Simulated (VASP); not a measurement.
```xyz
9
Lattice="4.9461 0.0000 0.0000 -2.4731 4.2835 0.0000 0.0000 0.0000 5.4481" Properties=species:S:1:pos:R:3 pbc="T T T"
Si     3.7848     2.0115     1.8160
Si     1.3117     2.2720     0.0000
Si     2.3227     0.0000     3.6320
O     -1.0956     3.1347     2.9883
O      0.3061     1.7673     1.1722
O      0.7895     3.6649     4.8043
O      3.2626     0.6186     2.4598
O      1.3775     1.1487     4.2758
O      2.7791     2.5162     0.6438
```

Level of theory: PBEsol GGA, VASP's PBE PAW potentials (set 64) (plane waves; VASP 6.6.1). Run with 520 eV cut-off, Gaussian smearing of 0.050 eV, potentials Si O.

Give the energies of bands 13 to 26 at the high-symmetry points, in eV from the valence-band maximum.

```json
[
 {"band": "13", "Γ": "-2.90", "M": "-3.06", "K": "-2.92", "A": "-2.70", "L": "-3.18", "H": "-3.25"},
 {"band": "14", "Γ": "-2.90", "M": "-2.89", "K": "-2.92", "A": "-2.70", "L": "-3.16", "H": "-2.79"},
 {"band": "15", "Γ": "-2.67", "M": "-2.65", "K": "-2.84", "A": "-2.60", "L": "-2.40", "H": "-2.79"},
 {"band": "16", "Γ": "-2.43", "M": "-2.25", "K": "-2.04", "A": "-1.98", "L": "-2.08", "H": "-1.92"},
 {"band": "17", "Γ": "-1.46", "M": "-2.07", "K": "-2.04", "A": "-1.98", "L": "-2.05", "H": "-1.92"},
 {"band": "18", "Γ": "-1.46", "M": "-1.74", "K": "-1.88", "A": "-1.80", "L": "-1.53", "H": "-1.90"},
 {"band": "19", "Γ": "-1.44", "M": "-1.64", "K": "-1.69", "A": "-1.80", "L": "-1.26", "H": "-0.96"},
 {"band": "20", "Γ": "-1.00", "M": "-1.09", "K": "-1.20", "A": "-1.50", "L": "-1.13", "H": "-0.92"},
 {"band": "21", "Γ": "-1.00", "M": "-1.01", "K": "-1.20", "A": "-1.20", "L": "-0.87", "H": "-0.92"},
 {"band": "22", "Γ": "-0.69", "M": "-0.76", "K": "-0.43", "A": "-0.22", "L": "-0.84", "H": "-0.76"},
 {"band": "23", "Γ": "-0.31", "M": "-0.27", "K": "-0.43", "A": "-0.22", "L": "-0.59", "H": "-0.57"},
 {"band": "24", "Γ": "-0.31", "M": "-0.04", "K": "0.00", "A": "-0.09", "L": "-0.18", "H": "-0.57"},
 {"band": "25", "Γ": "5.71", "M": "7.94", "K": "8.60", "A": "7.66", "L": "8.52", "H": "8.59"},
 {"band": "26", "Γ": "9.03", "M": "8.71", "K": "8.60", "A": "7.66", "L": "9.04", "H": "9.49"}
]
```

The gap is indirect, 5.71 eV, from the valence maximum at K to the conduction minimum at Γ.

The structure comes from a computed database's SiO2 entry (P3_221); how it stands against other phases isn't given here. It was relaxed first.
